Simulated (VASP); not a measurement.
Calculation: PBE GGA, VASP's PBE PAW potentials (set 64) (plane waves; VASP 6.6.1).

A VASP calculation is set up with these files.

**INCAR**
```
# general
SYSTEM = Mg27S26
PREC   = Normal
ENCUT  = 400
LREAL  = Auto
LASPH  = T
ISYM   = 0

# electronic loop
EDIFF  = 1E-5
NELM   = 100
NELMIN = 4
ALGO   = Fast

# smearing
ISMEAR = 0
SIGMA  = 0.05

# functional
GGA    = PE

# ions
IBRION = 2
NSW    = 60
ISIF   = 2
EDIFFG = -0.03

# output
LWAVE  = F
LCHARG = F
```

File KPOINTS:
```
Regular mesh
0
gamma
 1 1 1
0 0 0
```

**POSCAR**
```
Mg27S26
1
    0.0000000000     7.8339540856     7.8339540856
    7.8339540856     0.0000000000     7.8339540856
    7.8339540856     7.8339540856     0.0000000000
Mg S
27 26
Direct
  0.0000000000   0.0000000000   0.0000000000
  0.0000000000   0.0000000000   0.3333330000
  0.0000000000   0.0000000000   0.6666670000
  0.0000000000   0.3333330000   0.0000000000
  0.0000000000   0.3333330000   0.3333330000
  0.0000000000   0.3333330000   0.6666670000
  0.0000000000   0.6666670000   0.0000000000
  0.0000000000   0.6666670000   0.3333330000
  0.0000000000   0.6666670000   0.6666670000
  0.3333330000   0.0000000000   0.0000000000
  0.3333330000   0.0000000000   0.3333330000
  0.3333330000   0.0000000000   0.6666670000
  0.3333330000   0.3333330000   0.0000000000
  0.3333330000   0.3333330000   0.3333330000
  0.3314250000   0.3378190000   0.6648810000
  0.3333330000   0.6666670000   0.0000000000
  0.3344710000   0.6652770000   0.3369090000
  0.3337140000   0.6674830000   0.6633050000
  0.6666670000   0.0000000000   0.0000000000
  0.6666670000   0.0000000000   0.3333330000
  0.6666670000   0.0000000000   0.6666670000
  0.6666670000   0.3333330000   0.0000000000
  0.6678240000   0.3333560000   0.3314850000
  0.6680210000   0.3342410000   0.6668230000
  0.6666670000   0.6666670000   0.0000000000
  0.6711020000   0.6633950000   0.3344170000
  0.6666670000   0.6666670000   0.6666670000
  0.1666670000   0.1666670000   0.1666670000
  0.1666670000   0.1666670000   0.5000000000
  0.1666670000   0.1666670000   0.8333330000
  0.1666670000   0.5000000000   0.1666670000
  0.1666670000   0.5000000000   0.5000000000
  0.1666670000   0.5000000000   0.8333330000
  0.1666670000   0.8333330000   0.1666670000
  0.1666670000   0.8333330000   0.5000000000
  0.1666670000   0.8333330000   0.8333330000
  0.5000000000   0.1666670000   0.1666670000
  0.5000000000   0.1666670000   0.5000000000
  0.5000000000   0.1666670000   0.8333330000
  0.5000000000   0.5000000000   0.1666670000
  0.5000000000   0.5000000000   0.8333330000
  0.5000000000   0.8333330000   0.1666670000
  0.5000000000   0.8333330000   0.5000000000
  0.5000000000   0.8333330000   0.8333330000
  0.8333330000   0.1666670000   0.1666670000
  0.8333330000   0.1666670000   0.5000000000
  0.8333330000   0.1666670000   0.8333330000
  0.8333330000   0.5000000000   0.1666670000
  0.8333330000   0.5000000000   0.5000000000
  0.8333330000   0.5000000000   0.8333330000
  0.8333330000   0.8333330000   0.1666670000
  0.8333330000   0.8333330000   0.5000000000
  0.8333330000   0.8333330000   0.8333330000
```

POTCAR, in this order: Mg S (PBE.64 set). Program: vasp_gam.

Output of the run:

**OSZICAR**
```
       N       E                     dE             d eps       ncg     rms          rms(c)
DAV:   1     0.143953570266E+04    0.14395E+04   -0.80588E+04   264   0.115E+03
DAV:   2    -0.822016394926E+01   -0.14478E+04   -0.13690E+04   412   0.224E+02
DAV:   3    -0.221162641070E+03   -0.21294E+03   -0.21134E+03   304   0.891E+01
DAV:   4    -0.228711062418E+03   -0.75484E+01   -0.75296E+01   312   0.186E+01
DAV:   5    -0.228880942746E+03   -0.16988E+00   -0.16969E+00   352   0.311E+00    0.229E+01
RMM:   6    -0.217535660568E+03    0.11345E+02   -0.23433E+01   264   0.786E+00    0.160E+01
RMM:   7    -0.216637436914E+03    0.89822E+00   -0.19557E+01   264   0.724E+00    0.107E+01
RMM:   8    -0.217210000636E+03   -0.57256E+00   -0.82539E+00   264   0.487E+00    0.103E+01
RMM:   9    -0.216440231325E+03    0.76977E+00   -0.21399E+00   264   0.262E+00    0.108E+00
RMM:  10    -0.216464730807E+03   -0.24499E-01   -0.37603E-01   266   0.117E+00    0.417E-01
RMM:  11    -0.216466136160E+03   -0.14054E-02   -0.28665E-02   270   0.391E-01    0.124E-01
RMM:  12    -0.216466192755E+03   -0.56595E-04   -0.49236E-03   264   0.162E-01    0.565E-02
RMM:  13    -0.216466289354E+03   -0.96599E-04   -0.15453E-03   282   0.852E-02    0.265E-02
RMM:  14    -0.216466335660E+03   -0.46306E-04   -0.34207E-04   265   0.437E-02    0.662E-02
RMM:  15    -0.216466322778E+03    0.12883E-04   -0.93584E-05   253   0.237E-02    0.424E-02
RMM:  16    -0.216466322220E+03    0.55788E-06   -0.68002E-05   238   0.161E-02
   1 F= -.21646632E+03 E0= -.21646632E+03  d E =-.216466E+03
       N       E                     dE             d eps       ncg     rms          rms(c)
DAV:   1    -0.216484772623E+03   -0.18450E-01   -0.23122E-01   320   0.979E-01    0.389E-01
RMM:   2    -0.216485605542E+03   -0.83292E-03   -0.14932E-02   264   0.298E-01    0.587E-02
RMM:   3    -0.216485607684E+03   -0.21425E-05   -0.23564E-03   268   0.118E-01    0.866E-02
RMM:   4    -0.216485540946E+03    0.66738E-04   -0.75729E-04   266   0.561E-02    0.291E-02
RMM:   5    -0.216485558312E+03   -0.17366E-04   -0.23417E-04   287   0.281E-02    0.272E-02
RMM:   6    -0.216485557833E+03    0.47912E-06   -0.23201E-05   175   0.111E-02
   2 F= -.21648556E+03 E0= -.21648556E+03  d E =-.192356E-01
       N       E                     dE             d eps       ncg     rms          rms(c)
DAV:   1    -0.216500512640E+03   -0.14954E-01   -0.73279E-01   296   0.174E+00    0.700E-01
RMM:   2    -0.216503029660E+03   -0.25170E-02   -0.46836E-02   264   0.533E-01    0.104E-01
RMM:   3    -0.216503010071E+03    0.19589E-04   -0.73038E-03   265   0.211E-01    0.152E-01
RMM:   4    -0.216502807700E+03    0.20237E-03   -0.25282E-03   265   0.101E-01    0.533E-02
RMM:   5    -0.216502864828E+03   -0.57129E-04   -0.75278E-04   295   0.499E-02    0.501E-02
RMM:   6    -0.216502861207E+03    0.36209E-05   -0.76955E-05   244   0.199E-02
   3 F= -.21650286E+03 E0= -.21650286E+03  d E =-.365390E-01
       N       E                     dE             d eps       ncg     rms          rms(c)
DAV:   1    -0.216503534727E+03   -0.66990E-03   -0.52024E-02   336   0.460E-01    0.193E-01
RMM:   2    -0.216503705954E+03   -0.17123E-03   -0.33462E-03   264   0.143E-01    0.308E-02
RMM:   3    -0.216503707342E+03   -0.13881E-05   -0.55456E-04   265   0.579E-02    0.401E-02
RMM:   4    -0.216503694152E+03    0.13190E-04   -0.17500E-04   259   0.272E-02    0.154E-02
RMM:   5    -0.216503698192E+03   -0.40394E-05   -0.56509E-05   209   0.138E-02
   4 F= -.21650370E+03 E0= -.21650370E+03  d E =-.373760E-01
       N       E                     dE             d eps       ncg     rms          rms(c)
DAV:   1    -0.216511820237E+03   -0.81261E-02   -0.31790E-01   272   0.116E+00    0.430E-01
RMM:   2    -0.216512882487E+03   -0.10623E-02   -0.18062E-02   264   0.343E-01    0.602E-02
RMM:   3    -0.216512894750E+03   -0.12263E-04   -0.26776E-03   265   0.137E-01    0.109E-01
RMM:   4    -0.216512826514E+03    0.68236E-04   -0.97151E-04   264   0.639E-02    0.296E-02
RMM:   5    -0.216512845679E+03   -0.19165E-04   -0.25779E-04   287   0.316E-02    0.247E-02
RMM:   6    -0.216512846685E+03   -0.10067E-05   -0.53985E-05   229   0.154E-02
   5 F= -.21651285E+03 E0= -.21651285E+03  d E =-.914849E-02
       N       E                     dE             d eps       ncg     rms          rms(c)
DAV:   1    -0.216514537185E+03   -0.16915E-02   -0.16608E-01   304   0.840E-01    0.316E-01
RMM:   2    -0.216515095129E+03   -0.55794E-03   -0.94838E-03   264   0.248E-01    0.442E-02
RMM:   3    -0.216515105529E+03   -0.10401E-04   -0.14223E-03   265   0.994E-02    0.780E-02
RMM:   4    -0.216515071862E+03    0.33667E-04   -0.49821E-04   264   0.462E-02    0.227E-02
RMM:   5    -0.216515082512E+03   -0.10650E-04   -0.14157E-04   271   0.231E-02    0.183E-02
RMM:   6    -0.216515082613E+03   -0.10074E-06   -0.25088E-05   168   0.107E-02
   6 F= -.21651508E+03 E0= -.21651508E+03  d E =-.113844E-01
       N       E                     dE             d eps       ncg     rms          rms(c)
DAV:   1    -0.216515096822E+03   -0.14310E-04   -0.12680E-03   320   0.731E-02    0.331E-02
RMM:   2    -0.216515101258E+03   -0.44363E-05   -0.75424E-05   258   0.217E-02    0.516E-03
RMM:   3    -0.216515101548E+03   -0.28934E-06   -0.12171E-05   154   0.897E-03    0.655E-03
RMM:   4    -0.216515101283E+03    0.26476E-06   -0.32817E-06   150   0.377E-03
   7 F= -.21651510E+03 E0= -.21651510E+03  d E =-.114031E-01
       N       E                     dE             d eps       ncg     rms          rms(c)
DAV:   1    -0.216515897930E+03   -0.79638E-03   -0.67002E-02   280   0.532E-01    0.184E-01
RMM:   2    -0.216516171821E+03   -0.27389E-03   -0.35380E-03   265   0.150E-01    0.238E-02
RMM:   3    -0.216516196787E+03   -0.24966E-04   -0.49005E-04   265   0.609E-02    0.527E-02
RMM:   4    -0.216516189005E+03    0.77820E-05   -0.10081E-04   256   0.252E-02    0.202E-02
RMM:   5    -0.216516190618E+03   -0.16127E-05   -0.27730E-05   178   0.117E-02
   8 F= -.21651619E+03 E0= -.21651619E+03  d E =-.108934E-02
```

**OUTCAR**
```
------------------------ aborting loop because EDIFF is reached ----------------------------------------
  FORCE on cell =-STRESS in cart. coord.  units (eV):
  Direction    XX          YY          ZZ          XY          YZ          ZX
  --------------------------------------------------------------------------------------
  Total        5.4787340      5.4423125      5.4669818     -0.0097731      0.0069592     -0.0040998
  in kB        9.1288850      9.0681981      9.1093031     -0.0162844      0.0115957     -0.0068312
  external PRESSURE =       9.1021287 kB  Pullay stress =       0.0000000 kB
  volume of cell :      961.55
      direct lattice vectors                 reciprocal lattice vectors
     0.000000000  7.833954086  7.833954086    -0.063824729  0.063824729  0.063824729
     7.833954086  0.000000000  7.833954086     0.063824729 -0.063824729  0.063824729
     7.833954086  7.833954086  0.000000000     0.063824729  0.063824729 -0.063824729
 POSITION                                       TOTAL-FORCE (eV/Angst)
 -----------------------------------------------------------------------------------
     15.66495      7.83793      7.83611         0.005088     -0.004372      0.001824
     10.43889      2.60580      7.83349        -0.004887     -0.003141      0.006961
      5.22881     13.06214      7.83433         0.000624      0.007288     -0.002329
     10.43836      7.83355      2.60799        -0.003023      0.005569     -0.007118
      5.21843      2.61611      2.61470         0.005354     -0.007900     -0.003934
      7.83393      5.23162      2.60702         0.000005      0.001862     -0.006068
     13.06164      7.83426      5.23054         0.004970     -0.004982      0.000897
      7.83406      2.60670      5.23284         0.001552     -0.004673     -0.005159
     10.44981     13.05153     13.05195        -0.001938      0.006723      0.012549
      7.83437      2.60773     10.44000        -0.004447     -0.004761      0.000642
      2.61372      5.22018      2.61516        -0.003991      0.001884     -0.002213
      5.22796      7.83319      2.60672         0.002193      0.009474     -0.002002
      2.61471      2.61274      5.22094        -0.006962      0.003038      0.000057
      5.22091      5.21884      5.21970        -0.001993      0.006827      0.006458
      7.83493      7.83266      5.28585        -0.000415      0.004152      0.001276
      5.22975      2.60534      7.83265         0.001178     -0.001008      0.012696
      7.83393      5.29335      7.83569         0.003832     -0.008415      0.001146
     10.38299      7.83373      7.83572        -0.002347     -0.004118      0.000824
      7.83379      5.22743     13.06115         0.006085      0.006665      0.010869
      2.60680      7.83449      5.22781        -0.006363     -0.008159      0.010202
     13.05494     10.44675     13.05575         0.004922     -0.000657     -0.006752
     10.44100     13.06019      7.83513        -0.006096      0.009825     -0.006884
      5.27059      7.83446      7.83429         0.012739     -0.003051      0.002327
      7.83435     10.39696      7.83431         0.001751     -0.012479      0.001895
     13.05453     13.05432     10.44821         0.003769     -0.001002     -0.001776
      7.83255      7.83726     10.39631        -0.000114      0.001664     -0.013674
     10.44897     10.44885     10.44876        -0.001861     -0.005949     -0.003725
      2.61069      2.61334      2.61392         0.002882     -0.001237      0.000715
      5.21923      5.22281      2.61283         0.001567     -0.000832     -0.002156
      7.83372      7.83537      2.62234         0.001579     -0.011085     -0.002920
      5.21975      2.61268      5.22137         0.003179     -0.002112     -0.000050
      7.83545      5.22825      5.23217        -0.000205      0.000814     -0.009415
     10.43946      7.83250      5.23242         0.001539     -0.004115     -0.007569
      7.83364      2.62303      7.83711         0.000134     -0.006213     -0.015350
     10.43919      5.22845      7.83465        -0.002773      0.005494     -0.003591
     13.04673      7.83419      7.83607         0.003703     -0.000494     -0.007725
      2.61390      5.22094      5.22315         0.003033      0.000874      0.002418
      5.23217      7.83302      5.23192        -0.011489     -0.000796     -0.002891
      7.83509     10.43572      5.23151        -0.000092      0.012509      0.000971
      5.23117      5.23093      7.83459        -0.006125     -0.002344     -0.001390
     10.43850     10.43564      7.83462         0.000271      0.009682      0.003693
      7.83426      5.23402     10.44034        -0.000865     -0.005862      0.002832
     10.43535      7.83409     10.44033         0.003134      0.004207      0.001450
     13.05664     10.44608     10.44838        -0.000333     -0.001894      0.005254
      2.61601      7.83265      7.83489         0.014577      0.012429     -0.000275
      5.23220     10.43580      7.83411        -0.011230      0.010859      0.006087
      7.83490     13.05178      7.83371        -0.009186     -0.014732      0.003746
      5.22925      7.83494     10.43698         0.000412      0.003979      0.006315
      7.83389     10.44255     10.43736        -0.001017     -0.007523      0.002344
     10.44855     13.05549     10.44577         0.003378      0.003504      0.003422
      7.83321      7.83552     13.05098        -0.004466      0.005262     -0.009181
     10.44910     10.44485     13.05570        -0.001373     -0.000951      0.005471
     13.05703     13.05323     13.05502         0.000144      0.000267      0.008808
 -----------------------------------------------------------------------------------
    total drift:                                0.010102     -0.022394     -0.004905
  FREE ENERGIE OF THE ION-ELECTRON SYSTEM (eV)
  ---------------------------------------------------
  free  energy   TOTEN  =      -216.5161906181 eV

  energy  without entropy=     -216.5161906181  energy(sigma->0) =     -216.51619062

 reached required accuracy - stopping structural energy minimisation
```
(Selected blocks of OUTCAR.)

### CONTCAR
```
Mg27S26
   1.00000000000000
     0.0000000000000000    7.8339540856000003    7.8339540856000003
     7.8339540856000003    0.0000000000000000    7.8339540856000003
     7.8339540856000003    7.8339540856000003    0.0000000000000000
  Mg              S
    27    26
Direct
     0.0005801973860220    0.9996951760769511    0.9999268546695467
     0.0000253480659771    0.9999153981937144    0.3326036741026011
     0.9999838714283150    0.0000637278001532    0.6673908436443091
     0.0002029205878180    0.3327061412862450    0.9997449297825725
     0.0007903221286427    0.3329748775750947    0.3331543714318768
     0.0003013425296976    0.3324839649878594    0.6675124118109812
     0.0002015690010556    0.6674737627547533    0.9998379214238847
     0.0003499380540302    0.6676193427643072    0.3323944682680855
     0.9990911085903365    0.6669834653420283    0.6669294130170357
     0.3327412730990983    0.9999188198610195    0.0001343438301776
     0.3332688668503874    0.0005552070092216    0.3330844573477327
     0.3326507429321862    0.0000954693412084    0.6672513148241224
     0.3330992755891604    0.3333510257262648    0.0004153902166807
     0.3330133551244994    0.3332779086777460    0.3331681156186426
     0.3372230226576326    0.3375124016846247    0.6626119526184158
     0.3324142795733090    0.6674196344195729    0.0001554678438265
     0.3379587814629313    0.6622624497699426    0.3377347405038635
     0.3374063882969593    0.6628184186913911    0.6625644907554548
     0.6672742481269011    0.9999744857810967    0.0000049211724571
     0.6673189257231728    0.0000077181892004    0.3327495191076231
     0.6668126108925920    0.9997467914619365    0.6667094329623006
     0.6672442815431038    0.3329052851008138    0.9998822192777391
     0.6636594150879460    0.3363830463754431    0.3364045806888591
     0.6635804407608452    0.3364647263139756    0.6635856362975568
     0.6668404651587678    0.6668673060675259    0.9995365909377371
     0.6638429440391882    0.6632409508597801    0.3365796477578123
     0.6668812768834205    0.6668968785866302    0.6669082894569884
     0.1670023743416068    0.1666636301621451    0.1665889749669594
     0.1669917725396591    0.1665347760644833    0.4996973096159771
     0.1674757281515137    0.1672647767007120    0.8327048155408999
     0.1668567034544162    0.4996479274839160    0.1666505032794820
     0.1675381984916569    0.5003460225135116    0.4998447255874728
     0.1675696164817142    0.5003457991507594    0.8322452124214373
     0.1676352493509923    0.8327677410610256    0.1671925034984856
     0.1674701148750680    0.8326182222522036    0.4999382090199247
     0.1674455565815165    0.8328239648072242    0.8325840036667123
     0.4997598267978908    0.1669726013869570    0.1666904792182145
     0.4999239292290099    0.1679276713890020    0.4999564286099566
     0.4998846120719870    0.1679153477869300    0.8322290431730217
     0.5000251412402680    0.5000560574719514    0.1677000884695284
     0.4998593157175769    0.5002254878856561    0.8322440235273528
     0.5003925150347793    0.8323110270139810    0.1677274560123375
     0.5003263289955425    0.8323760386130707    0.4996911285892949
     0.5002463356841643    0.8334839398038361    0.8331895555665434
     0.8330097231522720    0.1671095147745900    0.1668232155780251
     0.8321281058384068    0.1678912762395874    0.4999960071123373
     0.8329499752387032    0.1670184466561467    0.8331024803069921
     0.8324451979298042    0.4998297106924420    0.1676809852940032
     0.8326590728832947    0.4996648829921758    0.5003270106634672
     0.8330856551162605    0.5003110647636813    0.8334407180205586
     0.8331227877405268    0.8328273966609296    0.1670775909484913
     0.8330052983487430    0.8335474420815504    0.5002746877993226
     0.8329906531386384    0.8334758528930366    0.8332468441443226
```

The supercell is sampled at Γ alone, which is coarse: total energies, pressure and levels can be off, energies of defects by several tenths of an eV.

The cell is a supercell with a defect, built from a database entry that may be metastable or hypothetical: vac_S. The run is not spin-polarised, so no state with unpaired spins was tried.
